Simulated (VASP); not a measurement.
Computed with r2SCAN meta-GGA, VASP's PBE PAW potentials (set 64) (plane waves; VASP).

A VASP calculation is set up with these files.

KPOINTS_OPT:
```
k-points along high-symmetry lines
10
Line-mode
Reciprocal
  0.000000   0.000000   0.000000 ! GAMMA
  0.000000   0.500000   0.000000 ! X

  0.000000   0.500000   0.000000 ! X
  0.500000   0.500000   0.000000 ! M

  0.500000   0.500000   0.000000 ! M
  0.000000   0.000000   0.000000 ! GAMMA

  0.000000   0.000000   0.000000 ! GAMMA
  0.500000   0.500000   0.500000 ! R

  0.500000   0.500000   0.500000 ! R
  0.000000   0.500000   0.000000 ! X

  0.500000   0.500000   0.500000 ! R
  0.500000   0.500000   0.000000 ! M
```

**KPOINTS**
```
Automatic mesh
0
Gamma
12 12 12
0 0 0
```

### INCAR
```
SYSTEM = MoSb
PREC = Accurate
ENCUT = 400
EDIFF = 1E-7
NELM = 100
ALGO = Normal
LREAL = .FALSE.
LASPH = .TRUE.
ISMEAR = -5
METAGGA = R2SCAN
LMIXTAU = .TRUE.
LMAXMIX = 4
LWAVE = .FALSE.
LCHARG = .FALSE.
LORBIT = 11
NEDOS = 601
ISIF = 2
```

File POSCAR:
```
MoSb
1
    3.3016331080     0.0000000000    -0.0000000000
   -0.0000000000     3.3016331080     0.0000000000
   -0.0000000000    -0.0000000000     3.3016331080
Mo Sb
1 1
Direct
  0.0000000000   0.0000000000   0.0000000000
  0.5000000000   0.5000000000   0.5000000000
```

POTCAR, in this order: Mo_sv Sb (PBE.64 set). Program: vasp_std.

The resulting files:

### OSZICAR
```
       N       E                     dE             d eps       ncg     rms          rms(c)
DAV:   1     0.659742618693E+02    0.65974E+02   -0.85634E+03  2272   0.113E+03
DAV:   2    -0.546388784616E+02   -0.12061E+03   -0.11856E+03  2684   0.321E+02
DAV:   3    -0.575031663259E+02   -0.28643E+01   -0.28253E+01  2699   0.483E+01
DAV:   4    -0.575338917337E+02   -0.30725E-01   -0.30779E-01  2412   0.586E+00
DAV:   5    -0.575344422048E+02   -0.55047E-03   -0.55026E-03  2696   0.778E-01    0.144E+01
DAV:   6    -0.510257803165E+02    0.65087E+01   -0.46070E+00  2267   0.242E+01    0.275E+00
DAV:   7    -0.509575601886E+02    0.68220E-01   -0.91269E-01  2497   0.816E+00    0.225E+00
DAV:   8    -0.511007503540E+02   -0.14319E+00   -0.27922E-01  2364   0.424E+00    0.100E+00
DAV:   9    -0.511285171164E+02   -0.27767E-01   -0.24463E-02  2274   0.164E+00    0.286E-01
DAV:  10    -0.511318438388E+02   -0.33267E-02   -0.13967E-02  2374   0.111E+00    0.729E-02
DAV:  11    -0.511329149125E+02   -0.10711E-02   -0.79583E-04  2454   0.268E-01    0.540E-02
DAV:  12    -0.511329641345E+02   -0.49222E-04   -0.28976E-04  2392   0.171E-01    0.299E-02
DAV:  13    -0.511332451828E+02   -0.28105E-03   -0.43911E-04  2254   0.215E-01    0.144E-02
DAV:  14    -0.511332864871E+02   -0.41304E-04   -0.36815E-05  2329   0.631E-02    0.291E-03
DAV:  15    -0.511332861462E+02    0.34097E-06   -0.57301E-07  2677   0.864E-03    0.134E-03
DAV:  16    -0.511332857462E+02    0.39997E-06   -0.18761E-07  1745   0.504E-03    0.919E-04
DAV:  17    -0.511332857344E+02    0.11825E-07   -0.12475E-07  1265   0.382E-03
   1 F= -.51133286E+02 E0= -.51133286E+02  d E =0.000000E+00
       N       E                     dE             ncg
```

OUTCAR:
```
------------------------ aborting loop because EDIFF is reached ----------------------------------------
  FORCE on cell =-STRESS in cart. coord.  units (eV):
  Direction    XX          YY          ZZ          XY          YZ          ZX
  --------------------------------------------------------------------------------------
  Total        0.0098866      0.0098866      0.0098866      0.0000000      0.0000000     -0.0000000
  in kB        0.4401186      0.4401186      0.4401186      0.0000000      0.0000000     -0.0000000
  external PRESSURE =       0.4401186 kB  Pullay stress =       0.0000000 kB
  volume of cell :       35.99
      direct lattice vectors                 reciprocal lattice vectors
     3.301633108  0.000000000  0.000000000     0.302880413  0.000000000  0.000000000
     0.000000000  3.301633108  0.000000000     0.000000000  0.302880413  0.000000000
     0.000000000  0.000000000  3.301633108     0.000000000  0.000000000  0.302880413
 POSITION                                       TOTAL-FORCE (eV/Angst)
 -----------------------------------------------------------------------------------
      0.00000      0.00000      0.00000         0.000000      0.000000      0.000000
      1.65082      1.65082      1.65082         0.000000      0.000000      0.000000
 -----------------------------------------------------------------------------------
    total drift:                                0.000000      0.000000      0.000000
  FREE ENERGIE OF THE ION-ELECTRON SYSTEM (eV)
  ---------------------------------------------------
  free  energy   TOTEN  =       -51.1332857344 eV

  energy  without entropy=      -51.1332857344  energy(sigma->0) =      -51.13328573

 total charge

# of ion       s       p       d       tot
------------------------------------------
    1        2.238   6.124   4.034  12.396
    2        1.087   1.301   0.109   2.496
--------------------------------------------------
tot          3.325   7.424   4.142  14.892
```
(Selected blocks of OUTCAR.)

For a metal the tetrahedron method with Blöchl corrections gives inexact stress and forces.

The structure was generated: MoSb was put into the CsCl type type (Pm-3m), which need not be its known phase. It was relaxed first, which changed the volume by -35 %. The electron count is odd and the run is not spin-polarised, which forces a metal.
